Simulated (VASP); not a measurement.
# ZrC: Zr into a neighbouring Zr vacancy, part 3 of 4

Aim: the barrier for one hop in ZrC: Zr into a neighbouring Zr vacancy. The start is a cell from a database of measured crystal structures.

VASP 6.6.1; PBE; plane waves and PAW (Zr_sv, C).

So far. Step 2 (Relax the host): The run ended after 3 ionic steps, 0.003 eV below its first step, once forces and stress met EDIFFG = -0.02. Step 3 (Relax the start): The run ended after 8 ionic steps, 0.411 eV below its first step, once the forces on the free atoms met EDIFFG = -0.05.

The database entry behind the starting cell differs from later determinations by our own check (an axis about 0.7 % long against later determinations), so it need not match the best structure at ambient conditions.

## 4. Relax the end

The end state is relaxed in the same way, so that both ends share their errors.

Input file INCAR:

```
SYSTEM = Zr7C8
PREC = Normal
ENCUT = 400
EDIFF = 1E-05
NELM = 120
ISMEAR = 1
SIGMA = 0.15
LREAL = Auto
ALGO = Fast
GGA = PE
NBANDS = 73
LASPH = .TRUE.
LORBIT = 11
LWAVE = .FALSE.
LCHARG = .FALSE.
NCORE = 5
IBRION = 2
NSW = 60
ISIF = 2
EDIFFG = -0.05
POTIM = 0.4
MAXMIX = 40
ISYM = 0
```

Input file POSCAR:

```
Zr7C8
1.0
    0.0000000000      4.7102354300      4.7102354300
    4.7102354300      0.0000000000      4.7102354300
    4.7102354300      4.7102354300      0.0000000000
Zr C
7 8
Direct
    0.2487979615      0.2490522876      0.2513531403
    0.2513126036      0.7500497415      0.2524713557
    0.2522258813      0.7456449682      0.7508807672
    0.7477995137      0.2560833801      0.2476495994
    0.7467250365      0.2519421237      0.7479726855
    0.7483790639      0.7474504943      0.2527792278
    0.7517837919      0.7462343555      0.7490636585
   -0.0023879347     -0.0046129356      0.0056129095
    0.0014282344     -0.0026915548      0.5037717052
    0.0038565056      0.4972196466     -0.0006624239
   -0.0057808513      0.4994889438      0.5043150404
    0.5009330880      0.0023589929     -0.0028261066
    0.4935891842      0.0013360670      0.4994861121
    0.4982075898      0.4990738906      0.0046787415
    0.5019426347      0.5000462439      0.4999493028
```

Input file KPOINTS:

```
Automatic mesh
0
Gamma
3 3 3
0 0 0
```

Potentials, in the order of the species: Zr_sv and C (PBE family, release 64).

Command:

```console
$ mpirun -np 5 vasp_std
```

Output:

```text
[... set-up lines as in an earlier step ...]
 entering main loop
       N       E                     dE             d eps       ncg     rms          rms(c)
DAV:   1     0.927314688651E+03    0.92731E+03   -0.52940E+04  2044   0.131E+03
DAV:   2    -0.631375370773E+02   -0.99045E+03   -0.95996E+03  2386   0.406E+02
DAV:   3    -0.150548038089E+03   -0.87411E+02   -0.85894E+02  2960   0.973E+01
DAV:   4    -0.158310069870E+03   -0.77620E+01   -0.77466E+01  3160   0.257E+01
DAV:   5    -0.158922670627E+03   -0.61260E+00   -0.61255E+00  2968   0.542E+00    0.517E+01
RMM:   6    -0.136918491686E+03    0.22004E+02   -0.10399E+02  2305   0.241E+01    0.227E+01
RMM:   7    -0.137905407965E+03   -0.98692E+00   -0.16074E+01  2739   0.978E+00    0.105E+01
RMM:   8    -0.137881006806E+03    0.24401E-01   -0.25128E+00  2759   0.425E+00    0.345E+00
RMM:   9    -0.137846381596E+03    0.34625E-01   -0.82083E-01  2909   0.207E+00    0.145E+00
RMM:  10    -0.137864459178E+03   -0.18078E-01   -0.36060E-01  3251   0.127E+00    0.937E-01
RMM:  11    -0.137875422692E+03   -0.10964E-01   -0.11303E-01  3118   0.871E-01    0.338E-01
RMM:  12    -0.137878132069E+03   -0.27094E-02   -0.44953E-02  3253   0.564E-01    0.149E-01
RMM:  13    -0.137879434168E+03   -0.13021E-02   -0.17111E-02  3284   0.278E-01    0.101E-01
RMM:  14    -0.137880049479E+03   -0.61531E-03   -0.71445E-03  3374   0.188E-01    0.542E-02
RMM:  15    -0.137880303379E+03   -0.25390E-03   -0.26662E-03  3285   0.116E-01    0.230E-02
RMM:  16    -0.137880419844E+03   -0.11647E-03   -0.11953E-03  3087   0.729E-02    0.161E-02
RMM:  17    -0.137880472813E+03   -0.52970E-04   -0.51069E-04  2733   0.509E-02    0.783E-03
RMM:  18    -0.137880500523E+03   -0.27709E-04   -0.24719E-04  2591   0.371E-02    0.748E-03
RMM:  19    -0.137880510038E+03   -0.95156E-05   -0.11981E-04  2223   0.270E-02    0.893E-03
RMM:  20    -0.137880514443E+03   -0.44051E-05   -0.48033E-05  1872   0.192E-02
   1 F= -.13788051E+03 E0= -.13788132E+03  d E =-.137881E+03
 curvature:   0.00 expect dE= 0.000E+00 dE for cont linesearch  0.000E+00
 trial: gam= 0.00000 g(F)=  0.325E+00 g(S)=  0.000E+00 ort = 0.000E+00 (trialstep = 0.100E+01)
 search vector abs. value=  0.325E+00
 bond charge predicted
       N       E                     dE             d eps       ncg     rms          rms(c)
DAV:   1    -0.138097797137E+03   -0.21729E+00   -0.33008E+01  2220   0.256E+01    0.208E+00
RMM:   2    -0.138244682247E+03   -0.14689E+00   -0.84177E-01  2327   0.482E+00    0.642E+00
RMM:   3    -0.138119304473E+03    0.12538E+00   -0.17072E-01  2424   0.226E+00    0.150E+00
RMM:   4    -0.138158842034E+03   -0.39538E-01   -0.50718E-02  2761   0.989E-01    0.380E+00
RMM:   5    -0.138120869143E+03    0.37973E-01   -0.53296E-02  2614   0.125E+00    0.140E+00
RMM:   6    -0.138119132757E+03    0.17364E-02   -0.19135E-02  2935   0.662E-01    0.819E-01
RMM:   7    -0.138118827571E+03    0.30519E-03   -0.84849E-03  2970   0.382E-01    0.475E-01
RMM:   8    -0.138118910060E+03   -0.82488E-04   -0.25639E-03  3010   0.211E-01    0.282E-01
WARNING in EDDRMM: call to ZHEGV failed, returncode =   8  4     41
RMM:   9    -0.138118910958E+03   -0.89828E-06   -0.20569E-03  2938   0.240E-01    0.274E-01
RMM:  10    -0.138118887037E+03    0.23921E-04   -0.46349E-04  3012   0.782E-02    0.198E-01
WARNING in EDDRMM: call to ZHEGV failed, returncode =   6  3     42
RMM:  11    -0.138118839248E+03    0.47789E-04   -0.18367E-04  3057   0.550E-02    0.854E-02
WARNING in EDDRMM: call to ZHEGV failed, returncode =   6  3     33
RMM:  12    -0.138118832271E+03    0.69770E-05   -0.11297E-04  2781   0.377E-02    0.325E-02
RMM:  13    -0.138118837951E+03   -0.56803E-05   -0.51241E-05  1938   0.211E-02
   2 F= -.13811884E+03 E0= -.13811982E+03  d E =-.238324E+00
[...]
WARNING in EDDRMM: call to ZHEGV failed, returncode =   6  3     42
[...]
3 F= -.13817797E+03 E0= -.13817916E+03  d E =-.297460E+00
[...]
WARNING in EDDRMM: call to ZHEGV failed, returncode =   6  3     24
WARNING in EDDRMM: call to ZHEGV failed, returncode =   8  4     27
[...]
4 F= -.13821103E+03 E0= -.13821234E+03  d E =-.330523E-01
[...]
5 F= -.13821107E+03 E0= -.13821238E+03  d E =-.330902E-01
 curvature:  -0.66 expect dE=-0.122E-02 dE for cont linesearch -0.297E-06
 trial: gam= 0.01958 g(F)=  0.184E-02 g(S)=  0.000E+00 ort =-0.175E-03 (trialstep = 0.115E+01)
 search vector abs. value=  0.186E-02
 bond charge predicted
       N       E                     dE             d eps       ncg     rms          rms(c)
DAV:   1    -0.138211876912E+03   -0.81353E-03   -0.33151E-01  2215   0.274E+00    0.115E-01
RMM:   2    -0.138212279507E+03   -0.40260E-03   -0.58164E-03  2274   0.372E-01    0.114E-01
WARNING in EDDRMM: call to ZHEGV failed, returncode =   8  4     48
RMM:   3    -0.138212309102E+03   -0.29595E-04   -0.10456E-03  2741   0.124E-01    0.326E-02
RMM:   4    -0.138212364678E+03   -0.55576E-04   -0.36814E-04  2997   0.707E-02    0.727E-02
RMM:   5    -0.138212328667E+03    0.36012E-04   -0.16864E-04  2628   0.482E-02    0.112E-02
RMM:   6    -0.138212334690E+03   -0.60234E-05   -0.52444E-05  1950   0.204E-02
   6 F= -.13821233E+03 E0= -.13821365E+03  d E =-.126959E-02
 trial-energy change:   -0.001270  1 .order   -0.001281   -0.002114   -0.000447
 step:   1.4610(harm=  1.4610)  dis= 0.00449  next Energy=  -138.212406 (dE=-0.134E-02)
 reached required accuracy - stopping structural energy minimisation
```

The job ended after 1.7 min (5 MPI ranks of Intel Xeon Platinum 8488C (Sapphire Rapids), shared host; peak memory 0.67 GiB).

Parts of OUTCAR (step 4):

```text
 Found     14 irreducible k-points:

   NELECT =     116.0000    total number of electrons

 E-fermi :   7.6022

 k-point     1 :       0.0000    0.0000    0.0000
  band No.  band energies     occupation
    ...
     50       6.3888      2.00000
     51       6.4035      2.00000
     52       7.1354      2.00010
     53       7.1388      2.00011
     54       7.1402      2.00012
     55       8.1783     -0.00000
     56       8.1791     -0.00000
     57       8.1811     -0.00000
     58       8.2362     -0.00000
     59       8.2370     -0.00000
    ...

 k-point     2 :       0.3333    0.0000    0.0000
  band No.  band energies     occupation
    ...
     54       6.4653      2.00000
     55       7.1283      2.00007
     56       7.1615      2.00026
     57       7.2061      2.00121
     58       7.2083      2.00130
     59       8.4573     -0.00000
     60       8.4613     -0.00000
     61       9.0518     -0.00000
     62       9.0563     -0.00000
     63       9.1974     -0.00000
    ...

  Total       -3.0699637     -3.0299009     -3.0013695      0.0003107      0.0141870      0.0090274
  in kB      -23.5334706    -23.2263605    -23.0076468      0.0023819      0.1087536      0.0692014
  external PRESSURE =     -23.2558260 kB  Pullay stress =       0.0000000 kB

 POSITION                                       TOTAL-FORCE (eV/Angst)
 -----------------------------------------------------------------------------------
      2.35791      2.35707      2.34851        -0.016513     -0.003335      0.014933
      4.71179      2.35626      4.70454        -0.011913      0.001290     -0.012856
      7.06627      4.71109      4.70401         0.008360      0.018272     -0.007618
      2.35493      4.71249      4.70453         0.011441     -0.020335     -0.006121
      4.71095      7.06587      4.70343         0.019509      0.012765      0.001786
      4.71073      4.71073      7.05731         0.009182      0.004245      0.027947
      7.06602      7.06623      7.05950         0.004059      0.002713     -0.013602
      4.71258      4.71572      9.32084        -0.008279     -0.024502      0.034094
      7.06868      7.06961      9.41232        -0.006465     -0.012676      0.007493
      2.44041      4.71097      7.05752         0.024727      0.005365      0.002829
      4.71400      6.97591      7.05716        -0.014176      0.026089      0.003977
      4.71328      2.44118      7.05804        -0.004567      0.018042     -0.003470
      6.97924      4.71062      7.05750        -0.000349      0.006890      0.000877
      2.35938      2.35965      4.70291        -0.018099     -0.018526     -0.004262
      4.71172      4.71513      4.79544         0.003084     -0.016297     -0.046007
 -----------------------------------------------------------------------------------
    total drift:                               -0.001543     -0.000122      0.041847

  FREE ENERGIE OF THE ION-ELECTRON SYSTEM (eV)
  ---------------------------------------------------
  free  energy   TOTEN  =      -138.2123346903 eV

  energy  without entropy=     -138.2162836475  energy(sigma->0) =     -138.21365101

 total charge
# of ion       s       p       d       tot
------------------------------------------
    1        2.176   6.035   1.600   9.811
    2        2.176   6.035   1.600   9.811
    3        2.176   6.035   1.600   9.811
    4        2.176   6.035   1.600   9.811
    5        2.176   6.035   1.600   9.811
    6        2.203   6.025   1.815  10.043
    7        2.176   6.035   1.600   9.811
    8        0.916   1.399   0.000   2.315
    9        0.890   1.466   0.000   2.357
   10        0.916   1.398   0.000   2.314
   11        0.916   1.399   0.000   2.315
   12        0.916   1.398   0.000   2.314
   13        0.916   1.398   0.000   2.314
   14        0.890   1.465   0.000   2.356
   15        0.916   1.399   0.000   2.315
--------------------------------------------------
tot         22.532  53.559  11.416  87.507

[... 6 parts as in an earlier step ...]

[... 6 further parts left out ...]
```

The steps of the relaxation:

```tsv
step	energy less that of the first step (eV)	largest force (eV/Å)
1	0.0000	1.1533
2	-0.2383	0.6950
3	-0.2975	0.6127
4	-0.3305	0.0957
5	-0.3306	0.0937
6	-0.3318	0.0489
```

The atoms that moved most (Å):

```tsv
atom	dx	dy	dz	length
C10	0.102	-0.014	-0.013	0.103
C12	0.005	0.095	-0.023	0.098
C13	-0.090	0.033	0.016	0.097
C11	-0.014	-0.083	0.021	0.086
C15	0.002	-0.004	0.076	0.076
C8	-0.002	-0.010	-0.067	0.067
Zr4	-0.018	0.024	-0.024	0.038
Zr5	0.001	0.025	-0.001	0.026
```

Final coordinates:

```cif
data_structure
_symmetry_space_group_name_H-M 'P 1'
_symmetry_Int_Tables_number 1
_cell_length_a 6.6613
_cell_length_b 6.6613
_cell_length_c 6.6613
_cell_angle_alpha 60.000
_cell_angle_beta 60.000
_cell_angle_gamma 60.000
_cell_volume 209.01
loop_
_atom_site_label
_atom_site_type_symbol
_atom_site_fract_x
_atom_site_fract_y
_atom_site_fract_z
_atom_site_occupancy
Zr1 Zr 0.24921 0.24939 0.25121 1
Zr2 Zr 0.24935 0.74944 0.25089 1
Zr3 Zr 0.24933 0.74935 0.75085 1
Zr4 Zr 0.74965 0.24914 0.25082 1
Zr5 Zr 0.74926 0.24930 0.75085 1
Zr6 Zr 0.74915 0.74915 0.25096 1
Zr7 Zr 0.74940 0.74936 0.75079 1
C8 C 0.98976 0.98909 0.01141 1
C9 C 0.99923 0.99904 0.50167 1
C10 C 0.99019 0.50814 0.00996 1
C11 C 0.98924 0.50902 0.49177 1
C12 C 0.50804 0.99041 0.01024 1
C13 C 0.50835 0.98998 0.49173 1
C14 C 0.49925 0.49919 0.00171 1
C15 C 0.50941 0.50868 0.49163 1
```

This step gave:

```yaml
electronic_cycles: 62
free_energy_toten: -138.2123 eV
energy_at_zero_smearing: -138.2137 eV
fermi_energy: 7.602 eV
```

The run ended after 6 ionic steps, 0.332 eV below its first step, once the forces on the free atoms met EDIFFG = -0.05.

(Continued in part 4 of 4.)

[Lines on the potential files, build, host, timing and source positions are cut from VASP's logs without a mark.]

[Logs are printed without paths, hosts, clocks, repeated set-up lines and the standing remarks that a program may print on its own settings, such as how far it seeks lower states.]

[Hosts, paths, dates, database ids (printed as entryN), source tags and the programs' standing remarks are cut or masked in the printed files.]

[Runs that stopped without an error message from VASP are left out.]
